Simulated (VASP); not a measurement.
Calculation: r2SCAN meta-GGA, VASP's PBE PAW potentials (set 64) (plane waves; VASP).

The input files of a VASP run:

INCAR:
```
SYSTEM = Mg
PREC = Accurate
ENCUT = 480
EDIFF = 1E-7
NELM = 100
ALGO = Normal
LREAL = .FALSE.
LASPH = .TRUE.
ISMEAR = 1
SIGMA = 0.1
METAGGA = R2SCAN
LMIXTAU = .TRUE.
LWAVE = .FALSE.
LCHARG = .FALSE.
ISIF = 2
IBRION = 2
NSW = 30
EDIFFG = -0.01
```

**KPOINTS**
```
Regular mesh
0
Gamma
 12 12 8
0 0 0
```

**POSCAR**
```
Mg
1
    1.5926911797    -2.7586224874     0.0000000000
    1.5926911797     2.7586224874     0.0000000000
    0.0000000000     0.0000000000     5.0484648217
Mg
2
Direct
  0.3333330000   0.6666670000   0.2500000000
  0.6666670000   0.3333330000   0.7500000000
```

POTCAR, in this order: Mg (PBE.64 set). Program: vasp_std.

What will the output report for the number of irreducible k-points (NKPTS), number of bands (NBANDS), largest plane-wave count, number of space-group operations, FFT grid (NGX, NGY, NGZ)?

```yaml
number of irreducible k-points (NKPTS): 95
number of bands (NBANDS): 6
largest_plane_wave_count: 1087
number_of_space_group_operations: 24
FFT grid (NGX, NGY, NGZ): 24 × 24 × 36
```

The compound is Mg in the hcp structure. This cell was strained or had an atom moved on purpose.
